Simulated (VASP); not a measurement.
All values below come from PBEsol GGA, VASP's PBE PAW potentials (set 64) (plane waves; VASP).

The input files of a VASP run:

KPOINTS:
```
Automatic mesh
0
Gamma
9 9 9
0 0 0
```

INCAR:
```
SYSTEM = GaAs
PREC = Accurate
ENCUT = 520
EDIFF = 1E-7
NELM = 100
ALGO = Normal
LREAL = .FALSE.
LASPH = .TRUE.
ISMEAR = -5
GGA = PS
LMAXMIX = 4
LWAVE = .FALSE.
LCHARG = .TRUE.
LORBIT = 11
NEDOS = 601
ISIF = 2
```

File POSCAR:
```
GaAs
1.0
  0.0000000000   2.8313313848   2.8313313848
  2.8313313848   0.0000000000   2.8313313848
  2.8313313848   2.8313313848   0.0000000000
Ga As
1 1
direct
  0.0000000000   0.0000000000   0.0000000000
  0.2500000000   0.2500000000   0.2500000000
```

POTCAR, in this order: Ga_d As (PBE.64 set). Program: vasp_std.

Output of the run:

### OSZICAR
```
       N       E                     dE             d eps       ncg     rms          rms(c)
DAV:   1     0.817912464565E+02    0.81791E+02   -0.93398E+03   918   0.187E+03
DAV:   2    -0.268057242999E+01   -0.84472E+02   -0.81973E+02   970   0.331E+02
DAV:   3    -0.917819229643E+01   -0.64976E+01   -0.64624E+01  1165   0.780E+01
DAV:   4    -0.928663316490E+01   -0.10844E+00   -0.10838E+00  1030   0.111E+01
DAV:   5    -0.928850967646E+01   -0.18765E-02   -0.18764E-02  1105   0.131E+00    0.293E+00
DAV:   6    -0.912381257693E+01    0.16470E+00   -0.27523E-01  1449   0.113E+01    0.173E+00
DAV:   7    -0.909191817070E+01    0.31894E-01   -0.69426E-02  1346   0.247E+00    0.535E-01
DAV:   8    -0.909005248120E+01    0.18657E-02   -0.96907E-03  1095   0.139E+00    0.984E-02
DAV:   9    -0.909021898089E+01   -0.16650E-03   -0.78729E-04  1127   0.403E-01    0.453E-02
DAV:  10    -0.909024587153E+01   -0.26891E-04   -0.55595E-05  1237   0.812E-02    0.242E-02
DAV:  11    -0.909026659409E+01   -0.20723E-04   -0.26518E-05  1005   0.587E-02    0.224E-03
DAV:  12    -0.909026664180E+01   -0.47711E-07   -0.89564E-07  1161   0.160E-02
   1 F= -.90902666E+01 E0= -.90902666E+01  d E =0.000000E+00
```

File OUTCAR:
```
------------------------ aborting loop because EDIFF is reached ----------------------------------------
  FORCE on cell =-STRESS in cart. coord.  units (eV):
  Direction    XX          YY          ZZ          XY          YZ          ZX
  --------------------------------------------------------------------------------------
  Total        0.0005075      0.0005075      0.0005075     -0.0000000      0.0000000      0.0000000
  in kB        0.0179127      0.0179127      0.0179127     -0.0000000      0.0000000      0.0000000
  external PRESSURE =       0.0179127 kB  Pullay stress =       0.0000000 kB
  volume of cell :       45.39
      direct lattice vectors                 reciprocal lattice vectors
     0.000000000  2.831331385  2.831331385    -0.176595365  0.176595365  0.176595365
     2.831331385  0.000000000  2.831331385     0.176595365 -0.176595365  0.176595365
     2.831331385  2.831331385  0.000000000     0.176595365  0.176595365 -0.176595365
  FREE ENERGIE OF THE ION-ELECTRON SYSTEM (eV)
  ---------------------------------------------------
  free  energy   TOTEN  =        -9.0902666418 eV

  energy  without entropy=       -9.0902666418  energy(sigma->0) =       -9.09026664

 total charge

# of ion       s       p       d       tot
------------------------------------------
    1        0.883   0.798   9.993  11.675
    2        1.212   1.586   0.031   2.830
--------------------------------------------------
tot          2.096   2.385  10.024  14.505
```
(Selected blocks of OUTCAR.)

**OUTCAR**
```
 val. band max:        3.7600418693   @ k =   0.0000   0.0000   0.0000

 cond. band min:       4.1803924621   @ k =   0.0000   0.0000   0.0000


 Fermi energy:         3.7975642062

 k-point     1 :       0.0000    0.0000    0.0000
  band No.  band energies     occupation
      1     -11.0062      2.00000
      2     -11.0062      2.00000
      3     -11.0062      2.00000
      4     -10.9274      2.00000
      5     -10.9274      2.00000
      6      -8.9581      2.00000
      7       3.7600      2.00000
      8       3.7600      2.00000
      9       3.7600      2.00000
     10       4.1804      0.00000
     11       7.4491      0.00000
     12       7.4491      0.00000
     13       7.4491      0.00000

 k-point     2 :       0.1111    0.0000    0.0000
  band No.  band energies     occupation
      1     -11.0172      2.00000
      2     -11.0034      2.00000
      3     -11.0034      2.00000
      4     -10.9275      2.00000
      5     -10.9275      2.00000
      6      -8.8136      2.00000
      7       2.0199      2.00000
      8       3.5675      2.00000
      9       3.5675      2.00000
     10       5.2289      0.00000
     11       7.7332      0.00000
     12       7.7332      0.00000
     13       7.7640      0.00000

 k-point     3 :       0.2222    0.0000    0.0000
  band No.  band energies     occupation
      1     -11.0426      2.00000
      2     -10.9968      2.00000
      3     -10.9968      2.00000
      4     -10.9273      2.00000
      5     -10.9273      2.00000
      6      -8.4029      2.00000
      7       0.0599      2.00000
      8       3.1777      2.00000
      9       3.1777      2.00000
     10       5.2121      0.00000
     11       8.2281      0.00000
     12       8.2281      0.00000
     13       9.1715      0.00000

 k-point     4 :       0.3333    0.0000    0.0000
  band No.  band energies     occupation
      1     -11.0685      2.00000
      2     -10.9906      2.00000
      3     -10.9906      2.00000
...
```

The compound is GaAs in the zinc blende structure. It was relaxed first.
